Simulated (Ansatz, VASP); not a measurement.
# Cross-check of ZrB2 between VASP and Ansatz

Wanted: the spread between two codes on one cell, functional and k mesh. The cell is taken from a series of runs on this material, whose earlier steps may have relaxed, scaled, displaced or heated it; both programs get it as it stands.

Program: Ansatz 0.2.0. Level of theory: plane waves, with VASP 6.6.1 beside it; zone-centre phonons at PBEsol. Results are calculated unless marked as measured.

**1. The structure**

The structure is hexagonal, space group P6/mmm (No. 191). The conventional cell has a = 3.123 Å, b = 3.123 Å, c = 3.528 Å, α = 90.00°, β = 90.00°, γ = 120.00°. Nearest to B lie 3 B at 1.80 Å and 6 Zr at 2.52 Å. Nearest to Zr lie 12 B at 2.52 Å. Farther neighbours are not listed.

**2. Ansatz: zone-centre phonons, PBEsol**

Ansatz runs on its PAW soft_1 files.

Second derivatives magnify differences that forces hide, and they need a tight electronic threshold.

The input, input.yaml:

```yaml
crystal:
  lattice:
    - [3.1231916779, 0.0, 0.0]
    - [-1.5615958389, 2.7047633339, 0.0]
    - [0.0, 0.0, 3.5275686435]
  atoms:
    - { symbol: B, position: [0.3333333333, 0.6666666667, 0.5] }
    - { symbol: B, position: [0.6666666667, 0.3333333333, 0.5] }
    - { symbol: Zr, position: [0.0, 0.0, 0.0] }
kpoints:
  mp_grid: { grid: [15, 15, 12] }
hamiltonian:
  xc: pbesol
  pseudopotentials: { kind: paw, azcp: { folder: soft_1 }, xc_functional: pbe }
scf:
  occupations: { method: methfessel_paxton, width: 0.2 }
output:
  eigenvalues: true
phonons:
  method: dfpt
```

The run is started by

```console
> ansatz run input.yaml --threads 4 --pin off --max-ram 10240MiB --backend cpu --events-out ev --progress --plain --runs-dir out
```

Numbers of over 12 decimals in the logs are rounded to 6 here.

Output:

```text
zone centre: on kpoints.mp_grid the ground state, and the responses unless they are solved on pairs of k-points, stand on 448 of the mesh's 2700 k-points, reduced under 4 symmetry operations, with k and −k counted as one. Each operation leaves every solved displacement unchanged or reverses it
Engine: ansatz 0.2.0, x86_64-unknown-linux-gnu
Pseudopotentials: kind: paw
Pseudopotential: B, paw, valence charge 3, recommended cutoff 420 eV (normal), soft_1/B.paw.azcp
Pseudopotential: Zr, paw, valence charge 12, recommended cutoff 420 eV (normal), soft_1/Zr.paw.azcp
Functional definition: PBEsol
  exchange = pbesol_x
  correlation = pbesol_c
Crystal: 3 atoms, lattice volume = 29.799 Å³
Basis set: ecut = 420 eV, 563 PW (Γ), exchange–correlation on 48×48×48 points (8 copies of the dense FFT grid, shifted against one another)
Bands: 13, of which v1, the nominal top of the filled ones, is band 9 counted from 1 (8 counted from 0)
Symmetry: 24 space group operations
k-points: 448 of 2700 (irreducible under 4 space group operations, time reversal used)
Non-local potential: B, projectors of the file, l = 0: 2, l = 1: 2, l = 2: 1
Non-local potential: Zr, projectors of the file, l = 0: 3, l = 1: 2, l = 2: 2, l = 3: 1
PAW form: soft (Blöchl's): semilocal exchange-correlation on the pseudo side does not see the compensation charge
PAW frozen core: B, regenerated for the run's functional, and the local potential with it (the file was generated under x = pbe(κ = 0.804, μ = 0.219515), c = pbe(β = 0.066725))
PAW frozen core: Zr, regenerated for the run's functional, and the local potential with it (the file was generated under x = pbe(κ = 0.804, μ = 0.219515), c = pbe(β = 0.066725))
PAW one-centre angular grid: B, 110 points (default); XC on 64 Gauss nodes
PAW one-centre angular grid: Zr, 590 points (default); XC on 64 Gauss nodes
Initial density: superposition of atomic densities (chi_scale 0.1, normalization cell, long waves kept (reshape's long-wave potential 0.00 eV rms))
Initial wavefunctions: pseudopotential atomic-orbital guess
Functional: x = pbesol(κ = 0.804, μ = 0.123457), c = pbesol(β = 0.046)
SCF iter   1: F=—  HF=-4437.765269 eV  |F-HF|=—  |Δ(HF+E_count)|=         —  Δρ=5.76e-2  dr2=1.80e0  ethr=3.10e-3  ⟨swp⟩=5.0  Hψ=28134  notcnv=0
preconditioner: auto → none  [metal: Δε(μ)=0.113 eV  Ē_g=17.135 eV  σ=0.200 eV  W_gap=0.43  n_scr=8 (ndim 8)  ℏωp=27.2 eV  f_vac=0.000  D(μ)=0.23/eV (n_scr^D=0)  sad-step TF]
SCF iter   2: F=—  HF=-4437.351537 eV  |F-HF|=—  |Δ(HF+E_count)|=   4.14e-1  S|Δr|=    0.00e0  Δρ=2.89e-2  dr2=4.11e-1  ethr=3.10e-3  ⟨swp⟩=2.2  Hψ=11556  notcnv=0
SCF iter   3: F=—  HF=-4437.231372 eV  |F-HF|=—  |Δ(HF+E_count)|=   1.20e-1  S|Δr|=    0.00e0  Δρ=2.28e-3  dr2=1.10e-3  ethr=2.29e-3  ⟨swp⟩=2.0  Hψ=9937  notcnv=0
SCF iter   4: F=—  HF=-4437.231807 eV  |F-HF|=—  |Δ(HF+E_count)|=   4.35e-4  S|Δr|=    0.00e0  Δρ=4.19e-4  dr2=4.34e-5  ethr=6.10e-6  ⟨swp⟩=2.4  Hψ=13159  notcnv=0
SCF iter   5: F=—  HF=-4437.231818 eV  |F-HF|=—  |Δ(HF+E_count)|=   1.05e-5  S|Δr|=    0.00e0  Δρ=4.70e-5  dr2=8.80e-7  ethr=2.41e-7  ⟨swp⟩=2.4  Hψ=9334  notcnv=0
SCF iter   6: F=—  HF=-4437.231817 eV  |F-HF|=—  |Δ(HF+E_count)|=   1.91e-7  S|Δr|=    0.00e0  Δρ=7.07e-6  dr2=1.06e-8  ethr=4.89e-9  ⟨swp⟩=2.0  Hψ=9014  notcnv=0
SCF iter   7: F=—  HF=-4437.231817 eV  |F-HF|=—  |Δ(HF+E_count)|=   2.67e-9  S|Δr|=    0.00e0  Δρ=1.69e-6  dr2=5.15e-10  ethr=5.87e-11  ⟨swp⟩=2.0  Hψ=9859  notcnv=0
SCF iter   8: F=-4437.231817 eV  HF=-4437.231817 eV  |F-HF|=9.09e-13  |Δ(HF+E_count)|=  3.37e-11  S|Δr|=    0.00e0  Δρ=2.37e-7  dr2=6.79e-12  ethr=1.00e-12  ⟨swp⟩=4.0  Hψ=27117  notcnv=0
SCF 1 converged in 8 iterations: F = -4437.231817 eV  dr2 = 6.79e-12
  greatest PAW one-centre occupation: 0.996 electrons in one spin orbital (limit 2), on the Zr atom at site 2 (counted from 0), in its partial waves of l = 0
DFPT response loops at Γ: preconditioner auto → Kerker (q_TF=auto, 2.508 Å⁻¹) (partly filled bands, converged f_vac=0.000); β = 1.00, the filter's whole step (`scf.mixing.beta` (0.50) is not read by the response loops under this deck's `scf.mixing.preconditioner`; to damp them name `kerker` or `kerker_dos`, under which they read `scf.mixing.beta`, and type it under 1.00, their step now; both keys bind the ground state too); Broyden in place of MSR1
SCF converged after 8 iterations
Stability not checked: this state was not tested for a lower state beside it, because cold or Methfessel-Paxton smearing, or corrected tetrahedra, fill the levels in a way that the test cannot read (fill_not_monotonic; see scf.lower_state_search)
Free energy (F): -4437.231817 eV
Harris-Foulkes:  -4437.231817 eV  (|F-HF|=9.09e-13)
Internal energy: -4437.232350 eV  (E = F + TS)
E sigma→0 (E₀):  -4437.231951 eV
Entropy (-TS):   0.000533 eV (0.178 meV/atom)
Fermi energy:    16.137705 eV
--- Per-component energies (eV) ---
  E_band       = -17.529545
  E_kinetic    = 420.936069
  E_local      = -513.759842  (includes V_loc(G=0)·N_el)
  E_nonlocal   = 91.237443
  E_hartree    = 174.566377
  E_xc         = -222.494018
  E_vxc        = -264.200178  (∫ρ·V_xc dr)
  E_paw        = -3060.098630  (= ΣΔE_a)
  E_vpaw       = -100.875755  (= ΣTr[D̂ρ^β])
  E_aug_tail   = -0.000009  (compensation charges beyond the density's cutoff)
  E_ewald      = -1327.814883
  E_core_change = 0.195143  (= ΣΔE_core)
  E_smearing   = 0.000533  (= −TS)
  E_closure    = 0.000000  (closes the sum)
  Σ components = -4437.231817   (vs F -4437.231817, Δ=0.00e0)
--- Band table (eV; the first three rows and the last of 448) ---
  k-point 0: bands = [... 5 lower, 13.4429, 13.5813, 13.5813, 13.7653, 19.7153, 19.7153, 20.4121, 20.4121]
  k-point 1: bands = [... 5 lower, 12.7126, 13.6473, 13.6473, 14.4620, 19.1697, 19.1697, 20.1953, 20.1953]
  k-point 2: bands = [... 5 lower, 11.8102, 13.8433, 13.8433, 15.2861, 18.3293, 18.3293, 19.6213, 19.6213]
  k-point 447: bands = [... 5 lower, 9.1940, 11.4832, 12.5803, 13.5872, 19.6009, 21.1590, 21.3184, 22.2891]
--- Phonons (Γ-DFPT): 4 representative perturbations + reference, on 448 of 2700 k-points (Σ response iterations 12) ---
  k mesh reduced under 4 symmetry operations, with k and −k counted as one. Each operation leaves every solved displacement unchanged or reverses it
  ASR residual: 2.289e-4 → 0.000e0 eV/Å²; symmetrization residual: 1.675e-7 eV/Å²
  ASR residual per site (eV/Å²): 1.70e-5 1.70e-5 2.29e-4
  Γ frequencies (cm⁻¹): 0.00 0.00 0.00 466.00 466.00 485.40 580.58 822.50 822.50
  non-analytic LO–TO correction: not included (Born effective charges unavailable; polar crystals: no LO–TO splitting at Γ)
```

In the SCF lines HF is the Harris–Foulkes energy and dr2 the Hartree energy of the density residual, in eV; the loop may stop once dr2 is under the threshold and the program's other checks hold. Hψ counts applications of the Hamiltonian.

[end of part 1 of 2]

[Lines on the potential files, build, host, timing and source positions are cut from VASP's logs without a mark.]

[Logs are printed without paths, hosts, clocks, repeated set-up lines and the standing remarks that a program may print on its own settings, such as how far it seeks lower states.]

[Hosts, paths, dates, database ids (printed as entryN), source tags and the programs' standing remarks are cut or masked in the printed files.]
